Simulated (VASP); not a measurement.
Level of theory: PBE GGA, VASP's PBE PAW potentials (set 64) (plane waves; VASP).

The input files of a VASP run:

KPOINTS:
```
Automatic mesh
0
Gamma
8 8 8
0 0 0
```

### INCAR
```
SYSTEM = SrO
PREC = Accurate
ENCUT = 600
EDIFF = 1E-7
NELM = 100
ALGO = Normal
LREAL = .FALSE.
LASPH = .TRUE.
ISMEAR = 0
SIGMA = 0.05
GGA = PE
LMAXMIX = 4
LWAVE = .FALSE.
LCHARG = .FALSE.
ISIF = 3
IBRION = 2
NSW = 40
EDIFFG = -0.01
PSTRESS = 300
```

**POSCAR**
```
SrO
1
    0.0000000000     2.4204037630     2.4204037630
    2.4204037630     0.0000000000     2.4204037630
    2.4204037630     2.4204037630    -0.0000000000
Sr O
1 1
Direct
  0.0000000000   0.0000000000   0.0000000000
  0.5000000000   0.5000000000   0.5000000000
```

POTCAR, in this order: Sr_sv O (PBE.64 set). Program: vasp_std.

The run wrote:

OSZICAR:
```
       N       E                     dE             d eps       ncg     rms          rms(c)
DAV:   1     0.843330331214E+02    0.84333E+02   -0.98352E+03   696   0.150E+03
DAV:   2    -0.104925445210E+02   -0.94826E+02   -0.88529E+02   952   0.279E+02
DAV:   3    -0.137588622109E+02   -0.32663E+01   -0.32503E+01   904   0.494E+01
DAV:   4    -0.138384902488E+02   -0.79628E-01   -0.79581E-01   892   0.733E+00
DAV:   5    -0.138429185462E+02   -0.44283E-02   -0.44282E-02   932   0.111E+00    0.249E+01
DAV:   6    -0.115967250564E+02    0.22462E+01   -0.10022E+01   764   0.269E+01    0.281E+01
DAV:   7    -0.115290528897E+02    0.67672E-01   -0.42318E-01   868   0.641E+00    0.165E+01
DAV:   8    -0.115200468712E+02    0.90060E-02   -0.10973E-01   780   0.373E+00    0.133E+00
DAV:   9    -0.115203998699E+02   -0.35300E-03   -0.13558E-02   916   0.102E+00    0.189E-01
DAV:  10    -0.115208884394E+02   -0.48857E-03   -0.12153E-03   740   0.363E-01    0.148E-01
DAV:  11    -0.115209337048E+02   -0.45265E-04   -0.11401E-04   856   0.103E-01    0.584E-02
DAV:  12    -0.115209381109E+02   -0.44062E-05   -0.15996E-05   820   0.405E-02    0.868E-03
DAV:  13    -0.115209392414E+02   -0.11305E-05   -0.21657E-06   828   0.159E-02    0.224E-03
DAV:  14    -0.115209390871E+02    0.15427E-06   -0.12287E-07   604   0.383E-03    0.177E-03
DAV:  15    -0.115209389991E+02    0.88056E-07   -0.28339E-08   428   0.163E-03
   1 F= -.62108216E+01 E0= -.62108216E+01  d E =-.621082E+01
```

**OUTCAR**
```
------------------------ aborting loop because EDIFF is reached ----------------------------------------
  FORCE on cell =-STRESS in cart. coord.  units (eV):
  Direction    XX          YY          ZZ          XY          YZ          ZX
  --------------------------------------------------------------------------------------
  Total        5.3184319      5.3184319      5.3184319      0.0000000      0.0000000      0.0000000
  in kB      300.4697344    300.4697344    300.4697344      0.0000000      0.0000000      0.0000000
  external PRESSURE =       0.4697344 kB  Pullay stress =     300.0000000 kB
  volume of cell :       28.36
      direct lattice vectors                 reciprocal lattice vectors
     0.000000000  2.420403763  2.420403763    -0.206577104  0.206577104  0.206577104
     2.420403763  0.000000000  2.420403763     0.206577104 -0.206577104  0.206577104
     2.420403763  2.420403763  0.000000000     0.206577104  0.206577104 -0.206577104
  FREE ENERGIE OF THE ION-ELECTRON SYSTEM (eV)
  ---------------------------------------------------
  free  energy   TOTEN  =       -11.5209389991 eV

  energy  without entropy=      -11.5209389991  energy(sigma->0) =      -11.52093900
  enthalpy is  TOTEN    =        -6.2108215566 eV   P V=        5.3101174424

 reached required accuracy - stopping structural energy minimisation
```
(Selected blocks of OUTCAR.)

OUTCAR:
```
 val. band max:        2.7101372551   @ k =   0.5000   0.5000   0.0000

 cond. band min:       5.6939852726   @ k =   0.5000   0.5000   0.0000


 Fermi energy:         2.9893128181

 k-point     1 :       0.0000    0.0000    0.0000
  band No.  band energies     occupation
      1     -29.2384      2.00000
      2     -12.6846      2.00000
      3     -10.6036      2.00000
      4     -10.6036      2.00000
      5     -10.6036      2.00000
      6       2.6251      2.00000
      7       2.6251      2.00000
      8       2.6251      2.00000
      9       8.0569      0.00000
     10       9.1818      0.00000
     11       9.1818      0.00000
     12       9.1818      0.00000

 k-point     2 :       0.1250    0.0000    0.0000
  band No.  band energies     occupation
      1     -29.1954      2.00000
      2     -13.1053      2.00000
      3     -10.6212      2.00000
      4     -10.6212      2.00000
      5     -10.2783      2.00000
      6       2.1244      2.00000
      7       2.3468      2.00000
      8       2.3468      2.00000
      9       8.8156      0.00000
     10       9.0327      0.00000
     11       9.5568      0.00000
     12       9.5568      0.00000

 k-point     3 :       0.2500    0.0000    0.0000
  band No.  band energies     occupation
      1     -29.0896      2.00000
      2     -13.8593      2.00000
      3     -10.6628      2.00000
      4     -10.6628      2.00000
      5      -9.7560      2.00000
      6       1.1624      2.00000
      7       1.7605      2.00000
      8       1.7605      2.00000
      9       9.0796      0.00000
     10      10.4834      0.00000
     11      10.5839      0.00000
     12      10.5839      0.00000

 k-point     4 :       0.3750    0.0000    0.0000
  band No.  band energies     occupation
      1     -28.9802      2.00000
      2     -14.4598      2.00000
      3     -10.7029      2.00000
      4     -10.7029      2.00000
      5      -9.3882      2.00000
      6       0.3779      2.00000
...
```

The compound is SrO in the rock salt structure. It was relaxed first under an external pressure of 30 GPa.
